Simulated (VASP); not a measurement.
An input for Ansatz (written as the equivalent of a VASP run, and not itself run):

Ansatz 0.2 input:
```yaml
crystal:
  lattice:
    - [4.3411149, 0.0000000, 0.0000000]
    - [0.0000000, 4.3411149, 0.0000000]
    - [0.0000000, 0.0000000, 4.3411149]
  atoms:
    - { symbol: Cs, position: [0.0000000, 0.0000000, 0.0000000] }
    - { symbol: Cl, position: [0.5000000, 0.5000000, 0.5000000] }
kpoints:
  mp_grid: { grid: [6, 6, 6] }
hamiltonian:
  xc: revpbe
  pseudopotentials: { kind: paw }
scf:
  occupations: { method: gaussian, width: 0.05 }
  max_iter: 100
relax:
  max_steps: 60
  f_tol: 0.01
  cell: {}
output: { forces: true, stress: true, eigenvalues: true }
```

Translate this input to VASP (INCAR, KPOINTS, POSCAR, choice of POTCAR).

One answer among several that fit: 
KPOINTS:
```
Automatic mesh
0
Gamma
6 6 6
0 0 0
```

POSCAR:
```
CsCl
1
    4.3411149253     0.0000000000     0.0000000000
    0.0000000000     4.3411149253     0.0000000000
   -0.0000000000     0.0000000000     4.3411149253
Cs Cl
1 1
Direct
  0.0000000000   0.0000000000   0.0000000000
  0.5000000000   0.5000000000   0.5000000000
```

INCAR:
```
ALGO = Normal
EDIFF = 1E-6
EDIFFG = -0.01
ENCUT = 520
GGA = RE
IBRION = 2
ISIF = 3
ISMEAR = 0
LASPH = .TRUE.
LCHARG = .FALSE.
LMAXMIX = 4
LREAL = .FALSE.
LWAVE = .FALSE.
NELM = 100
NSW = 60
PREC = Accurate
SIGMA = 0.05
SYSTEM = CsCl
```

POTCAR, in this order: Cs_sv Cl (PBE.64 set). Program: vasp_std.

The two are equivalent in intent, not identical: each code has its own PAW files, so the cut-off isn't converted (ENCUT is set for VASP's; basis.ecutwfc is left out, and Ansatz then takes the one that its files recommend); Ansatz stops its SCF on the density residual and VASP on the energy change (EDIFF).

The compound is CsCl in the CsCl type structure. It was relaxed first, which changed the volume by +17 %. The start is the result of an earlier pass.
